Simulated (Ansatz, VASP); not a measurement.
# Al (Al strained to the junction's net): VASP beside Ansatz

Wanted: the spread between two codes on one cell, functional and k mesh. The structure shown is the end of the Ansatz relaxation below.

Program: Ansatz 0.2.0. Level of theory: plane waves, with VASP 6.6.1 beside it; single point at PBE. Results are calculated unless marked as measured.

## 1. Starting point

The structure is tetragonal, space group I4/mmm (No. 139). The conventional cell has a = 2.867 Å, b = 2.867 Å, c = 4.037 Å, α = 90.00°, β = 90.00°, γ = 90.00°. Nearest to Al lie 12 Al at 2.86 to 2.87 Å.

## 2. Ansatz: relaxation, PBE

Ansatz runs on its default PAW (the set named soft_2) files.

This run makes the geometry at which the two programs are then compared.

input.yaml reads:

```yaml
crystal:
  lattice:
    - [4.055, 0.0, 0.0]
    - [0.0, 4.055, 0.0]
    - [0.0, 0.0, 4.0295]
  atoms:
    - { symbol: Al, position: [0.0, 0.0, 0.0] }
    - { symbol: Al, position: [0.5, 0.5, 0.0] }
    - { symbol: Al, position: [0.5, 0.0, 0.5] }
    - { symbol: Al, position: [0.0, 0.5, 0.5] }
kpoints:
  mp_grid: { grid: [8, 8, 8] }
scf:
  occupations: { method: fermi_dirac, width: 0.1 }
  max_iter: 150
hamiltonian:
  xc: pbe
relax:
  f_tol: 0.01
  max_steps: 40
  cell: { fix: [a, b, angles] }
```

Command:

```bash
> ansatz run input.yaml --threads 8 --pin off --max-ram 40960MiB --backend cuda --events-out ev --progress --plain --runs-dir out --max-vram 78GiB
```

Numbers of over 12 decimals in the logs are rounded to 6 here.

Output:

```text
Engine: ansatz 0.2.0, aarch64-unknown-linux-gnu
Pseudopotentials: kind: paw
Pseudopotential: Al, paw, valence charge 3, recommended cutoff 420 eV (normal), Al.paw.azcp
Functional definition: PBE
  parameter kappa = 0.804
  parameter beta = 0.066725
  exchange = pbe_x(kappa = kappa, mu = beta*pi^2/3)
  correlation = pbe_c(beta = beta)
[...]
Crystal: 4 atoms, lattice volume = 66.257 Å³
Basis set: ecut = 420 eV, 1309 PW (Γ), exchange–correlation on 60×60×54 points (8 copies of the dense FFT grid, shifted against one another)
Bands: 10, of which v1, the nominal top of the filled ones, is band 6 counted from 1 (5 counted from 0)
Symmetry: 64 space group operations
Space group: I4/mmm (ITA 139), of the structure as read, at distance tolerance 4.0e-5 Å
k-points: 75 of 512
Non-local potential: Al, projectors of the file, l = 0: 2, l = 1: 2, l = 2: 1
PAW form: soft (Blöchl's): semilocal exchange-correlation on the pseudo side does not see the compensation charge
PAW one-centre angular grid: Al, 110 points (default); XC on 64 Gauss nodes
Initial density: superposition of atomic densities (neutral atoms: chi_scale 0, normalization atom), corrected by the library's trained network
Initial wavefunctions: pseudopotential atomic-orbital guess
[...]
Functional: x = pbe(κ = 0.804, μ = 0.219515), c = pbe(β = 0.066725)
SCF iter   1: F=—  HF=-2150.050037 eV  |F-HF|=—  |Δ(HF+E_count)|=         —  Δρ=4.91e-4  dr2=7.21e-5  ethr=1.77e-3  ⟨swp⟩=6.1  Hψ=5798  notcnv=0
preconditioner: auto → none  [metal: Δε(μ)=0.037 eV  Ē_g=6.946 eV  σ=0.100 eV  W_gap=0.09  n_scr=6 (ndim 8)  ℏωp=15.8 eV  f_vac=0.000  D(μ)=1.44/eV (n_scr^D=6)  sad-step TF]
SCF iter   2: F=—  HF=-2150.050177 eV  |F-HF|=—  |Δ(HF+E_count)|=   1.40e-4  Δρ=2.73e-4  dr2=2.26e-5  ethr=6.01e-7  ⟨swp⟩=2.2  Hψ=1692  notcnv=0
[...]
SCF iter   6: F=-2150.050206 eV  HF=-2150.050206 eV  |F-HF|=5.28e-11  |Δ(HF+E_count)|=  6.96e-10  Δρ=5.61e-7  dr2=2.28e-10  ethr=2.88e-11  ⟨swp⟩=1.6  Hψ=1916  notcnv=0
SCF 1 converged in 6 iterations: F = -2150.050206 eV  dr2 = 2.28e-10
  greatest PAW one-centre occupation: 0.448 electrons in one spin orbital (limit 2), on the Al atom at site 3 (counted from 0), in its partial waves of l = 0
relax step   1: F+E_penalty+E_count = -2150.05020589 eV  Δ(F+E_penalty+E_count) = +0.000e0 eV  max|allowed force component| = 1.231e-25 eV/Å  Δτ_max = 0.0000 Å  P = -0.075 GPa  Ω = 66.257 Å³  fix = [a, b, alpha, beta, gamma]  reactions: a -0.248, b -0.248 GPa  (6 SCF iters, dr2 threshold 1.00e-7 eV, accepted)
[...]
relax step   2: F+E_penalty+E_count = -2150.05024118 eV  Δ(F+E_penalty+E_count) = -3.530e-5 eV  max|allowed force component| = 1.187e-25 eV/Å  Δτ_max = 0.0000 Å  P = -0.256 GPa  Ω = 66.410 Å³  energy of the carried Pulay correction = -6.846e-5 eV  fix = [a, b, alpha, beta, gamma]  reactions: a -0.359, b -0.359 GPa  (3 SCF iters, dr2 threshold 1.84e-7 eV, accepted)
[...]
relax step   3: F+E_penalty+E_count = -2150.05025615 eV  Δ(F+E_penalty+E_count) = -1.496e-5 eV  max|allowed force component| = 1.767e-26 eV/Å  Δτ_max = 0.0000 Å  P = -0.228 GPa  Ω = 66.386 Å³  energy of the carried Pulay correction = -5.753e-5 eV  fix = [a, b, alpha, beta, gamma]  reactions: a -0.341, b -0.341 GPa  (3 SCF iters, dr2 threshold 6.68e-9 eV, accepted)
[...]
relax step   4: F+E_penalty+E_count = -2150.05031783 eV  Δ(F+E_penalty+E_count) = -6.169e-5 eV  max|allowed force component| = 3.250e-28 eV/Å  Δτ_max = 0.0000 Å  P = -0.226 GPa  Ω = 66.386 Å³  fix = [a, b, alpha, beta, gamma]  reactions: a -0.340, b -0.340 GPa  stress off target by 1.55e-3 GPa on what of the cell is left free  SCF on the basis re-selected at this cell (its energy is not comparable with the rows above)  (4 SCF iters)
basis re-selected at this cell: Δ(F+E_penalty+E_count) = -6.169e-5 eV, ΔP = +0.001 GPa vs the last step (what re-selecting the basis moved, of the pressure what is left beyond the Pulay correction that the steps carried, after the strain that the cell walked since its last selection, with what the two solves' SCF thresholds leave and, on support functions, any second-order correction that the steps lacked; it is no m [...]
SCF converged after 4 iterations
Free energy (F): -2150.050318 eV
Harris-Foulkes:  -2150.050318 eV  (|F-HF|=0.00e0)
Internal energy: -2150.002017 eV  (E = F + TS)
E sigma→0 (E₀):  -2150.026167 eV
Entropy (-TS):   -0.048301 eV (-12.075 meV/atom)
Fermi energy:    7.968264 eV
--- Per-component energies (eV) ---
  E_band       = 41.748547
  E_kinetic    = 90.686366
  E_local      = 39.165476  (includes V_loc(G=0)·N_el)
  E_nonlocal   = 41.320222
  E_hartree    = 0.411122
  E_xc         = -158.781208
  E_vxc        = -115.630571  (∫ρ·V_xc dr)
  E_paw        = -1869.314709  (= ΣΔE_a)
  E_vpaw       = -14.615180  (= ΣTr[D̂ρ^β])
  E_aug_tail   = -0.000009  (compensation charges beyond the density's cutoff)
  E_ewald      = -293.489277
  E_smearing   = -0.048301  (= −TS)
  E_closure    = -0.000000  (closes the sum)
  Σ components = -2150.050318   (vs F -2150.050318, Δ=0.00e0)
--- Forces (eV/Å), atoms counted from 1 ---
  atom   1  Al     0.00000000     0.00000000     0.00000000
  atom   2  Al    -0.00000000     0.00000000     0.00000000
  atom   3  Al    -0.00000000     0.00000000    -0.00000000
  atom   4  Al     0.00000000     0.00000000     0.00000000
  max |Σ_I F_I| component: 2.15e-28 eV/Å
--- Stress (GPa, compression-positive) ---
       -0.340075      -0.000000       0.000000
       -0.000000      -0.340075      -0.000000
        0.000000      -0.000000       0.001551
  P = ⅓ Tr σ = -0.2262 GPa (-2.262 kbar)
--- Band table (eV; the first three rows and the last of 75) ---
  k-point 0: bands = ["-3.2032", "4.9586", "4.9586", "5.0213", "6.2508", "6.2508", "6.3405", "13.0732", "13.1230", "13.1230"]
  k-point 1: bands = ["-3.0614", "3.5439", "5.0881", "5.0881", "6.3881", "6.3881", "8.0627", "11.3397", "11.3397", "12.5977"]
  k-point 2: bands = ["-2.6370", "1.8067", "5.4775", "5.4775", "6.7951", "6.7951", "9.6446", "9.6446", "10.5334", "11.1390"]
  k-point 74: bands = ["3.3196", "3.3196", "3.3196", "3.3196", "3.5122", "3.5122", "3.5122", "3.5122", "19.1843", "19.1843"]
--- Relaxed structure (3 steps of the walk, 3 accepted, 1 SCFs on fresh bases) ---
  F+E_penalty+E_count = -2150.05031783 eV   max|allowed force component| = 3.250e-28 eV/Å   (the final SCF, on the basis selected at the relaxed cell)
  cell:  # Å, volume = 66.3857 Å³
    - [4.055, 0, 0]
    - [0, 4.055, 0]
    - [0, 0, 4.037318]
  atoms:
    - { symbol: Al, position: [0, 0, 0] }
    - { symbol: Al, position: [0.5, 0.5, 0] }
    - { symbol: Al, position: [0.5, 0, 0.5] }
    - { symbol: Al, position: [0, 0.5, 0.5] }
```

## 3. VASP: single point, PBE

The same cell, functional, mesh and smearing now go to VASP, with its own data sets.

Lines of VASP's logs that name or quote its potential files are left out, and so is its time.

INCAR reads:

```
SYSTEM = Al
PREC = Accurate
ENCUT = 500
EDIFF = 1E-06
NELM = 120
ISMEAR = -1
SIGMA = 0.1
LREAL = .FALSE.
ALGO = Normal
GGA = PE
NBANDS = 12
LORBIT = 11
LWAVE = .FALSE.
LCHARG = .FALSE.
ISIF = 2
LASPH = .TRUE.
GGA_COMPAT = .FALSE.
```

POSCAR reads:

```
Al
1.0
    4.0550000000      0.0000000000      0.0000000000
    0.0000000000      4.0550000000      0.0000000000
    0.0000000000      0.0000000000      4.0373178110
Al
4
Direct
    0.0000000000      0.0000000000      0.0000000000
    0.5000000000      0.5000000000      0.0000000000
    0.5000000000      0.0000000000      0.5000000000
    0.0000000000      0.5000000000      0.5000000000
```

KPOINTS reads:

```
Automatic mesh
0
Gamma
8 8 8
0 0 0
```

The projector-augmented-wave data sets are Al (PBE family, release 64).

Command:

```bash
> mpirun -np 1 vasp_std
```

Output:

```text
[banner, memory and clock lines left out]
running    1 mpi-ranks, on    1 nodes
 distrk:  each k-point on    1 cores,    1 groups
 distr:  one band on    1 cores,    1 groups

 POSCAR found type information on POSCAR Al
 POSCAR found :  1 types and       4 ions
 LDA part: xc-table for (Slater+PW92), standard interpolation
 POSCAR, INCAR and KPOINTS ok, starting setup
 FFT: planning ... GRIDC
 FFT: planning ... GRID_SOFT
 FFT: planning ... GRID
 WAVECAR not read
 entering main loop
       N       E                     dE             d eps       ncg     rms          rms(c)
DAV:   1     0.639493586216E+01    0.63949E+01   -0.40862E+03  1800   0.735E+02
DAV:   2    -0.144078042784E+02   -0.20803E+02   -0.19282E+02  2256   0.924E+01
DAV:   3    -0.151077256132E+02   -0.69992E+00   -0.69121E+00  2288   0.143E+01
DAV:   4    -0.151122842188E+02   -0.45586E-02   -0.45575E-02  2024   0.146E+00
DAV:   5    -0.151123324687E+02   -0.48250E-04   -0.48249E-04  2220   0.157E-01    0.258E+00
DAV:   6    -0.150612686235E+02    0.51064E-01   -0.60583E-03  1996   0.516E-01    0.150E+00
DAV:   7    -0.150240476137E+02    0.37221E-01   -0.17250E-02  1984   0.812E-01    0.255E-01
DAV:   8    -0.150239449890E+02    0.10262E-03   -0.15170E-04  2264   0.927E-02    0.162E-02
DAV:   9    -0.150239385362E+02    0.64529E-05   -0.50151E-06  2120   0.130E-02    0.348E-03
DAV:  10    -0.150239364175E+02    0.21187E-05   -0.44715E-08  1328   0.191E-03    0.347E-03
DAV:  11    -0.150239360787E+02    0.33880E-06   -0.34747E-09  1236   0.474E-04
   1 F= -.15023936E+02 E0= -.14999832E+02  d E =-.482090E-01
```

Parts of OUTCAR (step 3):

```text
ion  position               nearest neighbor table
   1  0.000  0.000  0.000-   3 2.86   4 2.86   3 2.86   4 2.86   4 2.86   4 2.86   3 2.86   3 2.86
                             2 2.87   2 2.87   2 2.87   2 2.87
   2  0.500  0.500  0.000-   3 2.86   4 2.86   3 2.86   4 2.86   3 2.86   3 2.86   4 2.86   4 2.86
                             1 2.87   1 2.87   1 2.87   1 2.87
   3  0.500  0.000  0.500-   1 2.86   2 2.86   1 2.86   2 2.86   2 2.86   2 2.86   1 2.86   1 2.86
                             4 2.87   4 2.87   4 2.87   4 2.87
   4  0.000  0.500  0.500-   1 2.86   2 2.86   1 2.86   2 2.86   1 2.86   1 2.86   2 2.86   2 2.86
                             3 2.87   3 2.87   3 2.87   3 2.87

  LATTYP: Found a simple tetragonal cell.
 ALAT       =     4.0550000000
 C/A-ratio  =     0.9956394109

 Subroutine GETGRP returns: Found 16 space group operations
 (whereof 16 operations were pure point group operations)

The static configuration has the point symmetry D_4h.

 Found     75 irreducible k-points:

   k-points           NKPTS =     75   k-points in BZ     NKDIM =     75   number of bands    NBANDS=     12

   dimension x,y,z NGX =    30 NGY =   30 NGZ =   30
   dimension x,y,z NGXF=    60 NGYF=   60 NGZF=   60

   ENCUT  =  500.0 eV  36.75 Ry    6.06 a.u.   7.39  7.39  7.36*2*pi/ulx,y,z

   NELECT =      12.0000    total number of electrons

 k-points in reciprocal lattice and weights: Automatic mesh
   0.00000000  0.00000000  0.00000000       0.002
   0.12500000  0.00000000  0.00000000       0.008
   0.25000000  0.00000000  0.00000000       0.008
   0.37500000  0.00000000  0.00000000       0.008
   0.50000000  0.00000000  0.00000000       0.004
   0.12500000  0.12500000  0.00000000       0.008
   0.25000000  0.12500000  0.00000000       0.016
   0.37500000  0.12500000  0.00000000       0.016
   0.50000000  0.12500000  0.00000000       0.008
[...]
0.50000000  0.37500000  0.50000000       0.008
   0.50000000  0.50000000  0.50000000       0.002

 average (electrostatic) potential at core
       1 -72.6891       2 -72.6891       3 -72.6891       4 -72.6891

 E-fermi :   8.0266

 k-point     1 :       0.0000    0.0000    0.0000
  band No.  band energies     occupation
    ...
      3       5.0094      2.00000
      4       5.0722      2.00000
      5       6.3101      2.00000
      6       6.3101      2.00000
      7       6.4000      2.00000
      8      13.1630      0.00000
      9      13.2131      0.00000
     10      13.2131      0.00000
     11      13.4541      0.00000
     12      13.4569      0.00000

 k-point     2 :       0.1250    0.0000    0.0000
  band No.  band energies     occupation
    ...
      3       5.1382      2.00000
      4       5.2009      2.00000
      5       6.4462      2.00000
      6       6.5359      2.00000
      7       8.0232      1.01701
      8      11.3526      0.00000
      9      11.4108      0.00000
     10      12.5967      0.00000
     11      12.6894      0.00000
     12      13.3518      0.00000

 k-point     3 :       0.2500    0.0000    0.0000
  band No.  band energies     occupation
    ...
      2       1.8159      2.00000
      3       5.5250      2.00000
      4       5.5874      2.00000
      5       6.8498      1.99998
      6       6.9386      1.99996
      7       9.6661      0.00000
      8       9.7256      0.00000
      9      10.4781      0.00000
     10      11.1536      0.00000
     11      11.2438      0.00000
    ...

  Total       -0.1578725     -0.1578725     -0.0159370      0.0000000     -0.0000000      0.0000000
  in kB       -3.8101518     -3.8101518     -0.3846300      0.0000000     -0.0000000      0.0000000
  external PRESSURE =      -2.6683112 kB  Pullay stress =       0.0000000 kB

  energy-cutoff  :      500.00
  volume of cell :       66.39
      direct lattice vectors                 reciprocal lattice vectors
     4.055000000  0.000000000  0.000000000     0.246609125  0.000000000  0.000000000
     0.000000000  4.055000000  0.000000000     0.000000000  0.246609125  0.000000000
     0.000000000  0.000000000  4.037317811     0.000000000  0.000000000  0.247689195

 POSITION                                       TOTAL-FORCE (eV/Angst)
 -----------------------------------------------------------------------------------
      0.00000      0.00000      0.00000        -0.000000      0.000000     -0.000000
      2.02750      2.02750      0.00000        -0.000000      0.000000      0.000000
      2.02750      0.00000      2.01866         0.000000     -0.000000     -0.000000
      0.00000      2.02750      2.01866         0.000000      0.000000      0.000000
 -----------------------------------------------------------------------------------
    total drift:                               -0.000000     -0.000000      0.000000

  FREE ENERGIE OF THE ION-ELECTRON SYSTEM (eV)
  ---------------------------------------------------
  free  energy   TOTEN  =       -15.0239360787 eV

  energy  without entropy=      -14.9757270675  energy(sigma->0) =      -14.99983157

 total charge
# of ion       s       p       d       tot
------------------------------------------
    1        0.431   0.335   0.000   0.767
    2        0.431   0.335   0.000   0.767
    3        0.431   0.335   0.000   0.767
    4        0.431   0.335   0.000   0.767
--------------------------------------------------
tot          1.725   1.342   0.000   3.067

[... 3 further parts left out ...]
```

The run ends at a pressure of -0.27 GPa.

## 4. Differences

Known differences besides the potentials themselves: the cutoff is 420 eV in Ansatz and 500 eV in VASP; Ansatz's pressure holds a Pulay correction, VASP's none. Total energies have different zeros and are not compared.

The two programs side by side:

| quantity | Ansatz | VASP | difference |
| --- | --- | --- | --- |
| pressure (GPa) | -0.23 | -0.27 | +0.04 |

## 5. Summary of results

| Item | Value |
| --- | --- |
| difference in pressure (single point, PBE) | 0.041 GPa |

In words: The difference in pressure is 0.041 GPa (single point, PBE), within the 1 GPa picked in this series as the mark of a large difference. How closely two codes agree says nothing of how well the functional describes the real material.

[Lines on the potential files, build, host, timing and source positions are cut from VASP's logs without a mark.]

[Logs are printed without paths, hosts, clocks, repeated set-up lines and the standing remarks that a program may print on its own settings, such as how far it seeks lower states.]

[Hosts, paths, dates, database ids (printed as entryN), source tags and the programs' standing remarks are cut or masked in the printed files.]
